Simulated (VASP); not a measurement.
Output of a VASP run:

### OUTCAR
```
 ion  position               nearest neighbor table
   1  0.000  0.000  0.000-   2 2.32   2 2.32   2 2.32   2 2.32   2 2.32   2 2.32
   2  0.500  0.500  0.500-   1 2.32   1 2.32   1 2.32   1 2.32   1 2.32   1 2.32
  LATTYP: Found a face centered cubic cell.
 ALAT       =     4.6400000000
 Subroutine PRICEL returns:
 Original cell was already a primitive cell.
 Subroutine GETGRP returns: Found 48 space group operations
The static configuration has the point symmetry O_h .
The dynamic configuration has the point symmetry O_h .
 Subroutine INISYM returns: Found 48 space group operations
 Subroutine IBZKPT returns following result:
 Found     47 irreducible k-points:

 Following reciprocal coordinates:
            Coordinates               Weight
  0.000000  0.000000  0.000000      1.000000
  0.100000  0.000000  0.000000      8.000000
  0.200000  0.000000  0.000000      8.000000
  0.300000  0.000000  0.000000      8.000000
  0.400000  0.000000  0.000000      8.000000
  0.500000  0.000000  0.000000      4.000000
  0.100000  0.100000  0.000000      6.000000
  0.200000  0.100000  0.000000     24.000000
  0.300000  0.100000  0.000000     24.000000
  0.400000  0.100000  0.000000     24.000000
  0.500000  0.100000  0.000000     24.000000
 -0.400000  0.100000  0.000000     24.000000
 -0.300000  0.100000  0.000000     24.000000
 -0.200000  0.100000  0.000000     24.000000
 -0.100000  0.100000  0.000000     12.000000
  0.200000  0.200000  0.000000      6.000000
  0.300000  0.200000  0.000000     24.000000
  0.400000  0.200000  0.000000     24.000000
  0.500000  0.200000  0.000000     24.000000
 -0.400000  0.200000  0.000000     24.000000
 -0.300000  0.200000  0.000000     24.000000
 -0.200000  0.200000  0.000000     12.000000
  0.300000  0.300000  0.000000      6.000000
  0.400000  0.300000  0.000000     24.000000
  0.500000  0.300000  0.000000     24.000000
 -0.400000  0.300000  0.000000     24.000000
 -0.300000  0.300000  0.000000     12.000000
  0.400000  0.400000  0.000000      6.000000
  0.500000  0.400000  0.000000     24.000000
 -0.400000  0.400000  0.000000     12.000000
  0.500000  0.500000  0.000000      3.000000
  0.300000  0.200000  0.100000     24.000000
  0.400000  0.200000  0.100000     48.000000
  0.500000  0.200000  0.100000     48.000000
 -0.400000  0.200000  0.100000     24.000000
  0.400000  0.300000  0.100000     24.000000
  0.500000  0.300000  0.100000     48.000000
 -0.400000  0.300000  0.100000     48.000000
 -0.300000  0.300000  0.100000     48.000000
 -0.200000  0.300000  0.100000     24.000000
   k-points           NKPTS =     47   k-points in BZ     NKDIM =     47   number of bands    NBANDS=     11
   number of dos      NEDOS =    301   number of ions     NIONS =      2
   total plane-waves  NPLWV =  13824
   dimension x,y,z NGX =    24 NGY =   24 NGZ =   24
   dimension x,y,z NGXF=    48 NGYF=   48 NGZF=   48
   ions per type =               1   1
   PREC   = accura    normal or accurate (medium, high low for compatibility)
   ISTART =      0    job   : 0-new  1-cont  2-samecut
   ICHARG =      2    charge: 1-file 2-atom 10-const
   ISPIN  =      1    spin polarized calculation?
   LNONCOLLINEAR =      F non collinear calculations
   LSORBIT =      F    spin-orbit coupling
   INIWAV =      1    electr: 0-lowe 1-rand  2-diag
   ENCUT  =  520.0 eV  38.22 Ry    6.18 a.u.   6.10  6.10  6.10*2*pi/ulx,y,z
   NELM   =    100;   NELMIN=  2; NELMDL= -5     # of ELM steps
   EDIFF  = 0.1E-05   stopping-criterion for ELM
   LREAL  =      F    real-space projection
   NLSPLINE    = F    spline interpolate recip. space projectors
   LMAXMIX     =    6 max onsite mixed and CHGCAR
   VOSKOWN=      0    Vosko Wilk Nusair interpolation
   EDIFFG = 0.1E-04   stopping-criterion for IOM
   NSW    =      0    number of steps for IOM
   NBLOCK =      1;   KBLOCK =      1    inner block; outer block
   IBRION =     -1    ionic relax: 0-MD 1-quasi-New 2-CG
...
```

**OSZICAR**
```
       N       E                     dE             d eps       ncg     rms          rms(c)
DAV:   1     0.249122219410E+02    0.24912E+02   -0.76100E+03  1034   0.120E+03
DAV:   2    -0.224665465800E+02   -0.47379E+02   -0.45394E+02  1326   0.221E+02
DAV:   3    -0.242031517908E+02   -0.17366E+01   -0.17208E+01  1305   0.332E+01
DAV:   4    -0.242180865624E+02   -0.14935E-01   -0.14819E-01  1225   0.329E+00
DAV:   5    -0.242182787686E+02   -0.19221E-03   -0.19210E-03  1387   0.306E-01    0.578E+01
DAV:   6    -0.211220458380E+02    0.30962E+01   -0.20274E+01  1160   0.232E+01    0.412E+01
DAV:   7    -0.210551665878E+02    0.66879E-01   -0.63149E-01  1206   0.614E+00    0.248E+01
DAV:   8    -0.210486908818E+02    0.64757E-02   -0.56324E-02  1154   0.237E+00    0.575E+00
DAV:   9    -0.210427651326E+02    0.59257E-02   -0.29489E-02  1165   0.102E+00    0.183E+00
DAV:  10    -0.210424930971E+02    0.27204E-03   -0.10621E-03  1233   0.267E-01    0.437E-01
DAV:  11    -0.210424883812E+02    0.47158E-05   -0.19682E-04  1174   0.105E-01    0.614E-02
DAV:  12    -0.210424857204E+02    0.26608E-05   -0.84335E-06  1216   0.247E-02    0.706E-02
DAV:  13    -0.210424848422E+02    0.87826E-06   -0.59431E-07   601   0.812E-03
   1 F= -.21042485E+02 E0= -.21042599E+02  d E =0.342125E-03
```

OUTCAR:
```
------------------------ aborting loop because EDIFF is reached ----------------------------------------
  FORCE on cell =-STRESS in cart. coord.  units (eV):
  Direction    XX          YY          ZZ          XY          YZ          ZX
  --------------------------------------------------------------------------------------
  Total        0.1729058      0.1729058      0.1729058     -0.0000000      0.0000000      0.0000000
  in kB       11.0924156     11.0924156     11.0924156     -0.0000000      0.0000000      0.0000000
  external PRESSURE =      11.0924156 kB  Pullay stress =       0.0000000 kB
  volume of cell :       24.97
      direct lattice vectors                 reciprocal lattice vectors
     0.000000000  2.320000000  2.320000000    -0.215517241  0.215517241  0.215517241
     2.320000000  0.000000000  2.320000000     0.215517241 -0.215517241  0.215517241
     2.320000000  2.320000000  0.000000000     0.215517241  0.215517241 -0.215517241
 POSITION                                       TOTAL-FORCE (eV/Angst)
 -----------------------------------------------------------------------------------
      0.00000      0.00000      0.00000        -0.000000     -0.000000     -0.000000
      2.32000      2.32000      2.32000         0.000000      0.000000      0.000000
 -----------------------------------------------------------------------------------
    total drift:                                0.000000     -0.000000     -0.000000
  FREE ENERGIE OF THE ION-ELECTRON SYSTEM (eV)
  ---------------------------------------------------
  free  energy   TOTEN  =       -21.0424848422 eV

  energy  without entropy=      -21.0428269675  energy(sigma->0) =      -21.04259888
```
(Selected blocks of OUTCAR.)

### POSCAR
```
HfC
1
    0.0000000000     2.3200000000     2.3200000000
    2.3200000000     0.0000000000     2.3200000000
    2.3200000000     2.3200000000     0.0000000000
Hf C
1 1
Direct
  0.0000000000   0.0000000000   0.0000000000
  0.5000000000   0.5000000000   0.5000000000
```

Q: Reconstruct the remaining input files.

A: This is not unique; one that fits is the input of the run itself, PBE GGA, plane waves, VASP's PBE PAW potentials (set 64).

INCAR:
```
SYSTEM = HfC
PREC = Accurate
ENCUT = 520
EDIFF = 1E-6
NELM = 100
ALGO = Normal
LREAL = .FALSE.
LASPH = .TRUE.
ISMEAR = 1
SIGMA = 0.1
GGA = PE
LMAXMIX = 6
LWAVE = .FALSE.
LCHARG = .FALSE.
ISIF = 2
```

**KPOINTS**
```
Automatic mesh
0
gamma
 10 10 10
```

POTCAR, in this order: Hf_pv C (PBE.64 set). Program: vasp_std.

The compound is HfC in the rock salt structure. The cell was not relaxed at this level.
